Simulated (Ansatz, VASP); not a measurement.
# BeAsPt in two plane-wave programs

Aim: how closely do two programs agree when they are given the same cell, functional and k mesh? The cell is generated by rule, not measured, and may not be a known phase. Of the first pair: The cell is taken from a series of runs on this material, whose earlier steps may have relaxed, scaled, displaced or heated it; both programs get it as it stands.

Method: plane waves, with VASP 6.6.1 beside it; relaxation of cell and atoms at PBEsol, in Ansatz 0.2.0.

### 1. The structure

Symmetry: P-6m2, No. 187, hexagonal system. Conventional cell: a = 4.258 Å, b = 4.258 Å, c = 2.728 Å, α = 90.00°, β = 90.00°, γ = 120.00°. Nearest to Be lie 2 Be at 2.73 Å and 6 Pt at 2.81 Å and 6 As at 2.81 Å. Nearest to As lie 3 Pt at 2.46 Å and 2 As at 2.73 Å and 6 Be at 2.81 Å. Pt has 3 As at 2.46 Å and 2 Pt at 2.73 Å and 6 Be at 2.81 Å nearest. Farther neighbours are not listed.

Structure file:

```xyz
3
Lattice="4.2580 0.0000 0.0000 -2.1290 3.6875 0.0000 0.0000 0.0000 2.7279" Properties=species:S:1:pos:R:3 pbc="T T T"
Be    0.0000    0.0000    0.0000
As    2.1290    1.2292    1.3639
Pt    0.0000    2.4584    1.3639
```

### 2. VASP: relaxation of cell and atoms, PBEsol, pair 1

The relaxed volume is the usual yardstick between codes: in a stiff, nearly cubic crystal its relative difference is about their pressure difference at one cell divided by the bulk modulus.

Lines of VASP's logs that name or quote its potential files are left out, and so is its time.

Input file INCAR:

```
SYSTEM = BeAsPt
PREC = Accurate
ENCUT = 600
EDIFF = 1E-07
NELM = 120
ISMEAR = 1
SIGMA = 0.2
LREAL = .FALSE.
ALGO = Normal
GGA = PS
NBANDS = 14
LASPH = .TRUE.
LORBIT = 11
LWAVE = .FALSE.
LCHARG = .FALSE.
ISIF = 3
IBRION = 2
NSW = 80
EDIFFG = -0.005
GGA_COMPAT = .FALSE.
NELMIN = 4
KPAR = 2
```

Input file POSCAR:

```
BeAsPt
1.0
    4.2580180000      0.0000040000      0.0000000000
   -2.1290120000      3.6875500000      0.0000000000
    0.0000000000      0.0000000000      2.7278600000
Be As Pt
1 1 1
Direct
    0.0000000000      0.0000000000      0.0000000000
    0.6666666667      0.3333333333      0.5000000000
    0.3333333333      0.6666666667      0.5000000000
```

Input file KPOINTS:

```
Automatic mesh
0
Gamma
12 12 16
0 0 0
```

The projector-augmented-wave data sets are Be, As and Pt (PBE family, release 64).

Command:

```sh
mpirun -np 2 vasp_std
```

Numbers of over 12 decimals in the logs are rounded to 6 here.

The log of the run:

```text
[banner, memory and clock lines left out]
running    2 mpi-ranks, on    1 nodes
 distrk:  each k-point on    1 cores,    2 groups
 distr:  one band on    1 cores,    1 groups

 POSCAR found type information on POSCAR BeAsPt
 POSCAR found :  3 types and       3 ions
|                                                                             |
|               ----> ADVICE to this user running VASP <----                  |
|                                                                             |
|     You enforced a specific xc type in the INCAR file but a different       |
|     [... a line on the potential file left out ...]
|     I HOPE YOU KNOW WHAT YOU ARE DOING!                                     |
|                                                                             |

 LDA part: xc-table for (Slater+PW92), standard interpolation
 POSCAR, INCAR and KPOINTS ok, starting setup
 FFT: planning ... GRIDC
 FFT: planning ... GRID_SOFT
 FFT: planning ... GRID
 WAVECAR not read
 entering main loop
       N       E                     dE             d eps       ncg     rms          rms(c)
DAV:   1     0.726366959954E+02    0.72637E+02   -0.83746E+03  4788   0.119E+03
DAV:   2    -0.136041536419E+02   -0.86241E+02   -0.78869E+02  5814   0.218E+02
DAV:   3    -0.164402218945E+02   -0.28361E+01   -0.27861E+01  6232   0.414E+01
DAV:   4    -0.164645587704E+02   -0.24337E-01   -0.24329E-01  5244   0.425E+00
DAV:   5    -0.164648631795E+02   -0.30441E-03   -0.30439E-03  6344   0.484E-01    0.120E+01
DAV:   6    -0.159749886788E+02    0.48987E+00   -0.29905E+00  5346   0.167E+01    0.652E+00
DAV:   7    -0.158328577829E+02    0.14213E+00   -0.40440E-01  5244   0.689E+00    0.362E+00
DAV:   8    -0.158051564294E+02    0.27701E-01   -0.45472E-02  6056   0.167E+00    0.519E-01
DAV:   9    -0.158038441409E+02    0.13123E-02   -0.26194E-03  5064   0.497E-01    0.214E-01
DAV:  10    -0.158037126501E+02    0.13149E-03   -0.37252E-04  5700   0.138E-01    0.247E-02
DAV:  11    -0.158037102058E+02    0.24443E-05   -0.35361E-05  5748   0.522E-02    0.106E-02
DAV:  12    -0.158037094109E+02    0.79496E-06   -0.37273E-06  5250   0.197E-02    0.452E-03
DAV:  13    -0.158037092837E+02    0.12714E-06   -0.30512E-07  5012   0.490E-03    0.721E-04
DAV:  14    -0.158037092701E+02    0.13607E-07   -0.15025E-08  2538   0.123E-03
   1 F= -.15803709E+02 E0= -.15803892E+02  d E =-.158037E+02
 curvature:   0.00 expect dE= 0.000E+00 dE for cont linesearch  0.000E+00
 trial: gam= 0.00000 g(F)=  0.606E-44 g(S)=  0.211E-03 ort = 0.000E+00 (trialstep = 0.100E+01)
 search vector abs. value=  0.211E-03
 bond charge predicted
       N       E                     dE             d eps       ncg     rms          rms(c)
DAV:   1    -0.158053701574E+02   -0.16609E-02   -0.21989E-02  4962   0.141E+00    0.255E-01
DAV:   2    -0.158039943580E+02    0.13758E-02   -0.75814E-03  5142   0.898E-01    0.141E-01
DAV:   3    -0.158037222557E+02    0.27210E-03   -0.64669E-04  4998   0.277E-01    0.531E-02
DAV:   4    -0.158036999353E+02    0.22320E-04   -0.96771E-05  5532   0.603E-02    0.138E-02
DAV:   5    -0.158036996684E+02    0.26698E-06   -0.94873E-06  5254   0.297E-02    0.981E-03
DAV:   6    -0.158036991048E+02    0.56354E-06   -0.16077E-06  5670   0.125E-02    0.268E-03
DAV:   7    -0.158036991050E+02   -0.14063E-09   -0.15859E-07  3496   0.296E-03
   2 F= -.15803699E+02 E0= -.15803870E+02  d E =0.101652E-04
 trial-energy change:    0.000010  1 .order    0.000006   -0.000211    0.000223
 step:   0.4717(harm=  0.4863)  dis= 0.00000  next Energy=   -15.803759 (dE=-0.493E-04)
 bond charge predicted
       N       E                     dE             d eps       ncg     rms          rms(c)
DAV:   1    -0.158042207964E+02   -0.52169E-03   -0.61276E-03  4950   0.743E-01    0.135E-01
DAV:   2    -0.158038376661E+02    0.38313E-03   -0.21258E-03  5136   0.474E-01    0.739E-02
DAV:   3    -0.158037622999E+02    0.75366E-04   -0.18207E-04  4992   0.147E-01    0.270E-02
DAV:   4    -0.158037579062E+02    0.43937E-05   -0.27319E-05  5490   0.320E-02    0.706E-03
DAV:   5    -0.158037581139E+02   -0.20775E-06   -0.26405E-06  5260   0.158E-02    0.511E-03
DAV:   6    -0.158037581680E+02   -0.54030E-07   -0.45394E-07  5526   0.662E-03
   3 F= -.15803758E+02 E0= -.15803935E+02  d E =-.488978E-04
 curvature:  -0.24 expect dE=-0.478E-06 dE for cont linesearch -0.531E-07
 trial: gam=-0.02287 g(F)=  0.856E-44 g(S)=  0.197E-05 ort = 0.679E-05 (trialstep = 0.894E+00)
 search vector abs. value=  0.177E-05
 reached required accuracy - stopping structural energy minimisation
```

Parts of OUTCAR (step 2):

```text
ion  position               nearest neighbor table
   1  0.000  0.000  0.000-   3 2.81   3 2.81   3 2.81   3 2.81   3 2.81   3 2.81
   2  0.667  0.333  0.500-   3 2.46   3 2.46   3 2.46
   3  0.333  0.667  0.500-   2 2.46   2 2.46   2 2.46   1 2.81   1 2.81   1 2.81   1 2.81   1 2.81
                             1 2.81

  LATTYP: Found a hexagonal cell.
 ALAT       =     4.2580180000
 C/A-ratio  =     0.6406407864

 Subroutine GETGRP returns: Found 12 space group operations
 (whereof 12 operations were pure point group operations)

The static configuration has the point symmetry D_3h.

 Found    171 irreducible k-points:

   k-points           NKPTS =    171   k-points in BZ     NKDIM =    171   number of bands    NBANDS=     14

   dimension x,y,z NGX =    36 NGY =   36 NGZ =   24
   dimension x,y,z NGXF=    72 NGYF=   72 NGZF=   48

   ENCUT  =  600.0 eV  44.10 Ry    6.64 a.u.   8.50  8.50  5.45*2*pi/ulx,y,z

   NELECT =      17.0000    total number of electrons

 k-points in reciprocal lattice and weights: Automatic mesh
   0.00000000  0.00000000  0.00000000       0.000
   0.08333333  0.00000000  0.00000000       0.003
   0.16666667  0.00000000  0.00000000       0.003
   0.25000000  0.00000000  0.00000000       0.003
   0.33333333  0.00000000  0.00000000       0.003
   0.41666667  0.00000000  0.00000000       0.003
   0.50000000  0.00000000  0.00000000       0.001
   0.08333333  0.08333333  0.00000000       0.003
   0.16666667  0.08333333  0.00000000       0.005
[...]
0.33333333  0.25000000  0.50000000       0.005
   0.33333333  0.33333333  0.50000000       0.001

 average (electrostatic) potential at core
       1 -32.8736       2 -46.6074       3 -65.8657

 E-fermi :   8.5654

 k-point     1 :       0.0000    0.0000    0.0000
  band No.  band energies     occupation
    ...
      5       5.8575      2.00000
      6       6.4592      2.00000
      7       6.4592      2.00000
      8       8.3522      2.06144
      9       8.3522      2.06144
     10      10.3756     -0.00000
     11      10.3756     -0.00000
     12      12.4940     -0.00000
     13      12.5948      0.00000
     14      18.5858      0.00000

 k-point     2 :       0.0833    0.0000    0.0000
  band No.  band energies     occupation
    ...
      5       6.0268      2.00000
      6       6.4363      2.00000
      7       6.4570      2.00000
      8       7.7319      2.00000
      9       7.9436      2.00010
     10      10.7447     -0.00000
     11      10.8307     -0.00000
     12      12.5909      0.00000
     13      13.0873      0.00000
     14      18.4484      0.00000

 k-point     3 :       0.1667    0.0000    0.0000
  band No.  band energies     occupation
    ...
      5       6.0274      2.00000
      6       6.3760      2.00000
      7       6.4507      2.00000
      8       7.1498      2.00000
      9       7.1698      2.00000
     10      11.1754     -0.00000
     11      11.7482     -0.00000
     12      12.8633      0.00000
     13      14.3634      0.00000
     14      18.1053      0.00000

  Total       -0.0025391     -0.0025391      0.0104608     -0.0000000      0.0000000     -0.0000000
  in kB       -0.0948364     -0.0948364      0.3907094     -0.0000000      0.0000000     -0.0000000
  external PRESSURE =       0.0670122 kB  Pullay stress =       0.0000000 kB

  energy-cutoff  :      600.00
  volume of cell :       42.90
      direct lattice vectors                 reciprocal lattice vectors
     4.260067837  0.000004002  0.000000000     0.234737919  0.135526256 -0.000000000
    -2.130036920  3.689325210 -0.000000000    -0.000000255  0.271052130 -0.000000000
     0.000000000  0.000000000  2.729333044    -0.000000000  0.000000000  0.366389878

 POSITION                                       TOTAL-FORCE (eV/Angst)
 -----------------------------------------------------------------------------------
      0.00000      0.00000      2.72933        -0.000000      0.000000     -0.000000
      2.13003      1.22978      1.36467         0.000000      0.000000     -0.000000
     -0.00000      2.45955      1.36467        -0.000000     -0.000000      0.000000
 -----------------------------------------------------------------------------------
    total drift:                               -0.000004      0.000002     -0.000000

  FREE ENERGIE OF THE ION-ELECTRON SYSTEM (eV)
  ---------------------------------------------------
  free  energy   TOTEN  =       -15.8037581680 eV

  energy  without entropy=      -15.8042900356  energy(sigma->0) =      -15.80393546

 reached required accuracy - stopping structural energy minimisation

 total charge
# of ion       s       p       d       tot
------------------------------------------
    1        0.325   0.387   0.000   0.711
    2        1.270   1.401   0.110   2.782
    3        0.682   0.669   8.136   9.487
--------------------------------------------------
tot          2.277   2.457   8.246  12.981

[... 3 further parts left out ...]
```

CONTCAR:

```
BeAsPt
   1.00000000000000
     4.2600678368259439    0.0000040021836104    0.0000000000000000
    -2.1300369196337696    3.6893252100229068   -0.0000000000000000
     0.0000000000000000    0.0000000000000000    2.7293330437537620
  Be              As              Pt
     1     1     1
Direct
     0.0000000000000000    0.0000000000000000    1.0000000000000000
     0.6666666667000030    0.3333333332999970    0.5000000000000000
     0.3333333332999970    0.6666666667000030    0.5000000000000000
```

The run keeps the 12 symmetry operations of its start, so it cannot find a distortion of lower symmetry.

### 3. Ansatz: relaxation of cell and atoms, PBEsol, pair 1

Ansatz runs on norm-conserving files, of PseudoDojo where its log says so.

The same cell, functional, mesh and smearing now go to Ansatz, which takes its cutoff from its data sets.

Input file input.yaml:

```yaml
crystal:
  lattice:
    - [4.2580179925, 3.7071e-06, 0.0]
    - [-2.1290122067, 3.6875498977, 0.0]
    - [0.0, 0.0, 2.7278600115]
  atoms:
    - { symbol: Be, position: [0.0, 0.0, 0.0] }
    - { symbol: As, position: [0.6666666667, 0.3333333333, 0.5] }
    - { symbol: Pt, position: [0.3333333333, 0.6666666667, 0.5] }
kpoints:
  mp_grid: { grid: [12, 12, 16] }
hamiltonian:
  xc: pbesol
  pseudopotentials: { kind: nc }
scf:
  occupations: { method: methfessel_paxton, width: 0.2 }
output:
  forces: true
  stress: true
  eigenvalues: true
relax:
  adjacent_minimum: "off"
  f_tol: 0.001
  max_steps: 60
  cell: { stress_tol: 0.01 }
```

Command:

```sh
ansatz run input.yaml --threads 8 --pin off --max-ram 14336MiB --backend cpu --events-out ev --progress --plain --runs-dir out
```

The log of the run:

```text
Engine: ansatz 0.2.0, x86_64-unknown-linux-gnu
Pseudopotentials: kind: nc
Pseudopotential: Be, nc, valence charge 4, recommended cutoff 1197.300995 eV (normal), Be.nc.azcp (PseudoDojo's, or run here from an input of PseudoDojo's: the run reads no file of this project's for it)
Pseudopotential: As, nc, valence charge 15, recommended cutoff 1142.878222 eV (normal), As.nc.azcp (PseudoDojo's, or run here from an input of PseudoDojo's: the run reads no file of this project's for it)
Pseudopotential: Pt, nc, valence charge 18, recommended cutoff 1142.878222 eV (normal), Pt.nc.azcp (PseudoDojo's, or run here from an input of PseudoDojo's: the run reads no file of this project's for it)
Functional definition: PBEsol
  exchange = pbesol_x
  correlation = pbesol_c
Crystal: 3 atoms, lattice volume = 42.832 Å³
Basis set: ecut = 1197.300995 eV, 4011 PW (Γ), exchange–correlation on 100×100×64 points (8 copies of the dense FFT grid, shifted against one another)
Bands: 23, of which v1, the nominal top of the filled ones, is band 19 counted from 1 (18 counted from 0)
Symmetry: 12 space group operations
Space group: P-6m2 (ITA 187), of the structure as read, at distance tolerance 3.5e-5 Å
k-points: 171 of 2304 (time reversal used)
Non-local potential: Be, projectors of the file, l = 0: 2, l = 1: 2
Non-local potential: As, projectors of the file, l = 0: 2, l = 1: 2, l = 2: 2
Non-local potential: Pt, projectors of the file, l = 0: 2, l = 1: 2, l = 2: 2, l = 3: 2
Initial density: superposition of atomic densities (chi_scale 0.1, normalization cell, long waves kept (reshape's long-wave potential 0.00 eV rms))
Initial wavefunctions: pseudopotential atomic-orbital guess
Functional: x = pbesol(κ = 0.804, μ = 0.123457), c = pbesol(β = 0.046)
SCF iter   1: F=—  HF=-6813.951205 eV  |F-HF|=—  |Δ(HF+E_count)|=         —  Δρ=1.06e-1  dr2=6.85e0  ethr=3.10e-3  ⟨swp⟩=5.7  Hψ=18310  notcnv=0
preconditioner: auto → none  [metal: Δε(μ)=0.012 eV  Ē_g=8.289 eV  σ=0.200 eV  W_gap=0.05  n_scr=8 (ndim 8)  ℏωp=23.4 eV  f_vac=0.000  D(μ)=1.32/eV (n_scr^D=8)  sad-step TF]
SCF iter   2: F=—  HF=-6812.722872 eV  |F-HF|=—  |Δ(HF+E_count)|=    1.23e0  S|Δr|=    0.00e0  Δρ=2.16e-2  dr2=9.63e-2  ethr=3.10e-3  ⟨swp⟩=2.9  Hψ=9740  notcnv=0  defer=28
SCF iter   3: F=—  HF=-6812.709774 eV  |F-HF|=—  |Δ(HF+E_count)|=   1.31e-2  S|Δr|=    0.00e0  Δρ=9.50e-3  dr2=2.23e-2  ethr=2.60e-4  ⟨swp⟩=2.0  Hψ=6449  notcnv=0  defer=25
SCF iter   4: F=—  HF=-6812.707814 eV  |F-HF|=—  |Δ(HF+E_count)|=   1.96e-3  S|Δr|=    0.00e0  Δρ=3.55e-3  dr2=2.43e-3  ethr=6.02e-5  ⟨swp⟩=2.0  Hψ=4738  notcnv=0  defer=25
SCF iter   5: F=—  HF=-6812.707678 eV  |F-HF|=—  |Δ(HF+E_count)|=   1.37e-4  S|Δr|=    0.00e0  Δρ=4.86e-4  dr2=1.84e-5  ethr=6.58e-6  ⟨swp⟩=2.1  Hψ=5173  notcnv=0  defer=25
SCF iter   6: F=—  HF=-6812.707723 eV  |F-HF|=—  |Δ(HF+E_count)|=   4.50e-5  S|Δr|=    0.00e0  Δρ=7.72e-5  dr2=2.45e-6  ethr=4.97e-8  ⟨swp⟩=2.3  Hψ=6939  notcnv=0  defer=25
SCF iter   7: F=-6812.707722 eV  HF=-6812.707722 eV  |F-HF|=1.97e-8  |Δ(HF+E_count)|=   4.60e-7  S|Δr|=    0.00e0  Δρ=1.12e-5  dr2=3.01e-8  ethr=2.70e-10  ⟨swp⟩=5.9  Hψ=20231  notcnv=0
SCF 1 converged in 7 iterations: F = -6812.707722 eV  dr2 = 3.01e-8
relax step   1: F+E_penalty+E_count = -6812.70772241 eV  Δ(F+E_penalty+E_count) = +0.000e0 eV  max|allowed force component| = 2.344e-16 eV/Å  Δτ_max = 0.0000 Å  P = -0.011 GPa  Ω = 42.832 Å³  (7 SCF iters, dr2 threshold 1.00e-7 eV, accepted)
[...]
relax step   2: F+E_penalty+E_count = -6812.70772417 eV  Δ(F+E_penalty+E_count) = -1.762e-6 eV  max|allowed force component| = 2.035e-16 eV/Å  Δτ_max = 0.0000 Å  P = -0.008 GPa  Ω = 42.832 Å³  energy of the carried Pulay correction = -3.856e-8 eV  (5 SCF iters, dr2 threshold 3.62e-9 eV, accepted)
[...]
relax step   3: F+E_penalty+E_count = -6812.70772471 eV  Δ(F+E_penalty+E_count) = -5.417e-7 eV  max|allowed force component| = 3.284e-16 eV/Å  Δτ_max = 0.0000 Å  P = +0.004 GPa  Ω = 42.829 Å³  energy of the carried Pulay correction = +3.583e-7 eV  (4 SCF iters, dr2 threshold 8.79e-10 eV, accepted)
[...]
relax step   4: F+E_penalty+E_count = -6812.70772435 eV  Δ(F+E_penalty+E_count) = +3.651e-7 eV  max|allowed force component| = 2.621e-16 eV/Å  Δτ_max = 0.0000 Å  P = +0.004 GPa  Ω = 42.829 Å³  stress off target by 4.43e-3 GPa  SCF on the basis re-selected at this cell (its energy is not comparable with the rows above)  (6 SCF iters)
basis re-selected at this cell: Δ(F+E_penalty+E_count) = +3.651e-7 eV, ΔP = +0.000 GPa vs the last step (what re-selecting the basis moved, of the pressure what is left beyond the Pulay correction that the steps carried, after the strain that the cell walked since its last selection, with what the two solves' SCF thresholds leave and, on support functions, any second-order correction that the steps lacked; it is no m [...]
SCF converged after 6 iterations
Stability not checked: this state was not tested for a lower state beside it, because cold or Methfessel-Paxton smearing, or corrected tetrahedra, fill the levels in a way that the test cannot read (fill_not_monotonic; see scf.lower_state_search)
Free energy (F): -6812.707724 eV
Harris-Foulkes:  -6812.707724 eV  (|F-HF|=1.82e-12)
Internal energy: -6812.708295 eV  (E = F + TS)
E sigma→0 (E₀):  -6812.707867 eV
Entropy (-TS):   0.000570 eV (0.190 meV/atom)
Fermi energy:    16.029005 eV
--- Per-component energies (eV) ---
  E_band       = -578.984324
  E_kinetic    = 3323.800690
  E_local      = -4528.381272  (includes V_loc(G=0)·N_el)
  E_nonlocal   = -1484.650986
  E_hartree    = 1546.665079
  E_xc         = -1348.570954
  E_vxc        = -983.082910  (∫ρ·V_xc dr)
  E_ewald      = -4321.570853
  E_smearing   = 0.000570  (= −TS)
  E_closure    = -0.000000  (closes the sum)
  Σ components = -6812.707724   (vs F -6812.707724, Δ=0.00e0)
--- Forces (eV/Å), atoms counted from 1 ---
  atom   1  Be     0.00000000    -0.00000000     0.00000000
  atom   2  As     0.00000000    -0.00000000    -0.00000000
  atom   3  Pt    -0.00000000     0.00000000     0.00000000
  max |Σ_I F_I| component: 1.02e-16 eV/Å
--- Stress (GPa, compression-positive) ---
        0.004431       0.000000       0.000000
        0.000000       0.004431       0.000000
       -0.000000       0.000000       0.004020
  P = ⅓ Tr σ = 0.0043 GPa (0.043 kbar)
--- Band table (eV; the first three rows and the last of 171) ---
  k-point 0: bands = [... 15 lower, 13.9201, 13.9201, 15.8178, 15.8178, 17.8527, 17.8527, 19.9478, 20.0863]
  k-point 1: bands = [... 15 lower, 13.6883, 13.6883, 16.0514, 16.0514, 17.8825, 17.8825, 19.1283, 20.2773]
  k-point 2: bands = [... 15 lower, 13.1945, 13.4949, 16.5490, 16.5490, 17.6997, 17.9766, 17.9766, 20.3665]
  k-point 170: bands = [... 15 lower, 12.3247, 13.4387, 13.6493, 14.9106, 17.4796, 17.9068, 21.6148, 22.6495]
--- Relaxed structure (3 steps of the walk, 3 accepted, 1 SCFs on fresh bases) ---
  F+E_penalty+E_count = -6812.70772435 eV   max|allowed force component| = 2.621e-16 eV/Å   (the final SCF, on the basis selected at the relaxed cell)
  cell:  # Å, volume = 42.8289 Å³
    - [4.257509, 3.706661097869698e-6, 0]
    - [-2.128758, 3.687109, 0]
    - [0, 0, 2.728317]
  atoms:
    - { symbol: Be, position: [0, 0, 0] }
    - { symbol: As, position: [0.666667, 0.333333, 0.5] }
    - { symbol: Pt, position: [0.333333, 0.666667, 0.5] }
```

### 4. Differences

Known differences besides the potentials themselves: the data sets hold 37 valence electrons in Ansatz (on norm-conserving files, of PseudoDojo where its log says so) and 17 in VASP; the cutoff is 1197.3 eV in Ansatz and 600 eV in VASP; Ansatz adds a Pulay correction to the stress that steers its cell, VASP none. Total energies have different zeros and are not compared.

Both answers:

```tsv
quantity	Ansatz	VASP	difference
volume (Å³)	42.83	42.90	-0.16 %
edge a after relaxation, in the typed setting (Å)	4.258	4.260	-0.06 %
edge c after relaxation, in the typed setting (Å)	2.728	2.729	-0.04 %
```

(Part 1 of 2 ends here.)

[Lines on the potential files, build, host, timing and source positions are cut from VASP's logs without a mark.]

[Logs are printed without paths, hosts, clocks, repeated set-up lines and the standing remarks that a program may print on its own settings, such as how far it seeks lower states.]

[Hosts, paths, dates, database ids (printed as entryN), source tags and the programs' standing remarks are cut or masked in the printed files.]
